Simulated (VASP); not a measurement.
These are PBE GGA with D3 dispersion (Becke-Johnson damping), VASP's PBE PAW potentials (set 64) (plane waves; VASP) values and carry that method's errors.

A VASP calculation is set up with these files.

**KPOINTS**
```
Automatic mesh
0
Gamma
8 8 8
0 0 0
```

INCAR:
```
SYSTEM=Si
PREC=Accurate; ENCUT=520; LREAL=.FALSE.
LASPH=.TRUE.
EDIFF=1E-7; NELM=100; ALGO=Normal
ISMEAR=0; SIGMA=0.05
GGA=PE; IVDW=12
ISIF=2
LWAVE=.FALSE.; LCHARG=.FALSE.
```

POSCAR:
```
Si
2.7099330
  0.0000000000   0.9999999211   0.9999999211
  0.9999999211   0.0000000000   0.9999999211
  0.9999999211   0.9999999211   0.0000000000
Si
2
Direct
  0.0000000000   0.0000000000   0.0000000000
  0.2500000000   0.2500000000   0.2500000000
```

POTCAR, in this order: Si (PBE.64 set). Program: vasp_std.

Problem. What will the output report for the number of irreducible k-points (NKPTS), largest plane-wave count, number of space-group operations, FFT grid (NGX, NGY, NGZ)?

Solution. 
```yaml
number of irreducible k-points (NKPTS): 29
largest_plane_wave_count: 1090
number_of_space_group_operations: 48
FFT grid (NGX, NGY, NGZ): 30 × 30 × 30
```

The compound is Si in the diamond structure. It was relaxed first.
